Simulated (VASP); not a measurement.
Output of a VASP run:

File OSZICAR:
```
       N       E                     dE             d eps       ncg     rms          rms(c)
DAV:   1     0.373679461328E+03    0.37368E+03   -0.29960E+04  2112   0.163E+03
DAV:   2    -0.322779714387E+02   -0.40596E+03   -0.39878E+03  2897   0.354E+02
DAV:   3    -0.560189810182E+02   -0.23741E+02   -0.23697E+02  3063   0.849E+01
DAV:   4    -0.567170220427E+02   -0.69804E+00   -0.69743E+00  3168   0.122E+01
DAV:   5    -0.567319858593E+02   -0.14964E-01   -0.14963E-01  2896   0.145E+00    0.359E+01
DAV:   6    -0.496998600505E+02    0.70321E+01   -0.49835E+01  2152   0.309E+01    0.432E+01
DAV:   7    -0.497833366518E+02   -0.83477E-01   -0.30935E+00  2952   0.824E+00    0.345E+01
DAV:   8    -0.496059746476E+02    0.17736E+00   -0.52889E+00  2549   0.116E+01    0.109E+01
DAV:   9    -0.493544929715E+02    0.25148E+00   -0.10321E+00  2674   0.593E+00    0.466E+00
DAV:  10    -0.493544486939E+02    0.44278E-04   -0.65391E-02  2694   0.141E+00    0.339E+00
DAV:  11    -0.493435715638E+02    0.10877E-01   -0.24943E-02  2951   0.843E-01    0.187E+00
DAV:  12    -0.493413947407E+02    0.21768E-02   -0.75450E-03  3120   0.495E-01    0.157E+00
DAV:  13    -0.493376476027E+02    0.37471E-02   -0.10594E-02  3103   0.581E-01    0.452E-01
DAV:  14    -0.493374980618E+02    0.14954E-03   -0.30572E-03  2944   0.265E-01    0.145E-01
DAV:  15    -0.493375085659E+02   -0.10504E-04   -0.10181E-04  3128   0.544E-02    0.892E-02
DAV:  16    -0.493374960811E+02    0.12485E-04   -0.50493E-05  3120   0.353E-02    0.282E-02
DAV:  17    -0.493374965795E+02   -0.49842E-06   -0.78130E-06  2871   0.128E-02
   1 F= -.49337497E+02 E0= -.49337497E+02  d E =-.493375E+02
       N       E                     dE             d eps       ncg     rms          rms(c)
DAV:   1    -0.493390855934E+02   -0.15895E-02   -0.64657E-02  2152   0.160E+00    0.400E-01
DAV:   2    -0.493378783699E+02    0.12072E-02   -0.77382E-03  2662   0.480E-01    0.115E-01
DAV:   3    -0.493376612322E+02    0.21714E-03   -0.57121E-04  2751   0.168E-01    0.127E-01
DAV:   4    -0.493376320641E+02    0.29168E-04   -0.15671E-04  3288   0.555E-02    0.107E-01
DAV:   5    -0.493376313245E+02    0.73957E-06   -0.52207E-05  3213   0.367E-02    0.498E-02
DAV:   6    -0.493376253389E+02    0.59856E-05   -0.59805E-05  3400   0.372E-02    0.185E-02
DAV:   7    -0.493376248885E+02    0.45044E-06   -0.32602E-06  2143   0.103E-02
   2 F= -.49337625E+02 E0= -.49337625E+02  d E =-.128309E-03
```

File OUTCAR:
```
------------------------ aborting loop because EDIFF is reached ----------------------------------------
  FORCE on cell =-STRESS in cart. coord.  units (eV):
  Direction    XX          YY          ZZ          XY          YZ          ZX
  --------------------------------------------------------------------------------------
  Total       -0.0545765     -0.0545765     -0.0545765     -0.0055990      0.0055990      0.0055990
  in kB       -0.7307126     -0.7307126     -0.7307126     -0.0749642      0.0749642      0.0749642
  external PRESSURE =      -0.7307126 kB  Pullay stress =       0.0000000 kB
  volume of cell :      119.67
      direct lattice vectors                 reciprocal lattice vectors
    -0.000000000  2.461967851  2.461967851    -0.202928834  0.203250312  0.202928834
     2.461967851 -0.000000000  2.461967851     0.203250312 -0.202928834  0.202928834
     9.863497093  9.863497093 -0.015625689     0.050651839  0.050651839 -0.050651839
 POSITION                                       TOTAL-FORCE (eV/Angst)
 -----------------------------------------------------------------------------------
      9.74856      9.74856      0.09931         0.000070      0.000070     -0.000070
      2.46587      2.46587     -0.00391         0.000000      0.000000      0.000000
      7.50866      7.50866      4.80118        -0.000070     -0.000070      0.000070
      2.40668      2.40668      2.51725         0.000846      0.000846     -0.000846
      4.98703      4.98703      2.39887        -0.000846     -0.000846      0.000846
      7.55938      7.55938      2.28849        -0.007091     -0.007091      0.007091
      9.69783      9.69783      2.61201         0.007091      0.007091     -0.007091
      7.39762      7.39762     -0.01172         0.000000      0.000000      0.000000
 -----------------------------------------------------------------------------------
    total drift:                                0.000000      0.000000     -0.000000
  FREE ENERGIE OF THE ION-ELECTRON SYSTEM (eV)
  ---------------------------------------------------
  free  energy   TOTEN  =       -49.3376248885 eV

  energy  without entropy=      -49.3376248885  energy(sigma->0) =      -49.33762489

 reached required accuracy - stopping structural energy minimisation
```
(Selected blocks of OUTCAR.)

### POSCAR
```
MgSr3O4
1
    0.0000000000     2.4601516703     2.4601516703
    2.4601516703     0.0000000000     2.4601516703
    9.8573609135     9.8573609135    -0.0167542324
Sr O Mg
3 4 1
Direct
  0.0234880756   0.0234880756   0.9823839433
  1.0000000000   0.0000000000   0.2500000000
  0.9765119244   0.9765119244   0.5176160567
  0.5114715961   0.5114715961   0.1163963029
  0.4885284039   0.4885284039   0.3836036971
  0.4668779894   0.4668779894   0.6498415079
  0.5331220106   0.5331220106   0.8501584921
  1.0000000000   0.0000000000   0.7500000000
```

Task: Write an INCAR and KPOINTS that could have produced this output.

Result: This is not unique; one that fits is the input of the run itself, PBEsol GGA, plane waves, VASP's PBE PAW potentials (set 64).

INCAR:
```
! general
SYSTEM  = MgSr3O4
PREC    = Accurate
ENCUT   = 520
LREAL   = .FALSE.
LASPH   = .TRUE.   ! aspherical one-centre terms

! electronic loop
EDIFF   = 1E-6   ! SCF stop (eV)
NELM    = 100
ALGO    = Normal   ! blocked Davidson
LMAXMIX = 4   ! l cut-off of mixed one-centre charges

! smearing
ISMEAR  = 0
SIGMA   = 0.05   ! width (eV)

! functional
GGA     = PS   ! PBEsol

! ions
IBRION  = 2
NSW     = 60   ! most ionic steps
ISIF    = 3
EDIFFG  = -0.02   ! ionic stop

! output
LWAVE   = .FALSE.
LCHARG  = .FALSE.
```

**KPOINTS**
```
Regular mesh
0
Gamma
  7 7 2
0 0 0
```

POTCAR, in this order: Sr_sv O Mg (PBE.64 set). Program: vasp_std.

The structure was generated: MgSr3O4 was put into an ordered model structure (R-3m), which need not be its known phase. This run relaxes it. Symmetry was kept, so distortions that lower it aren't found. The start is the result of an earlier pass.
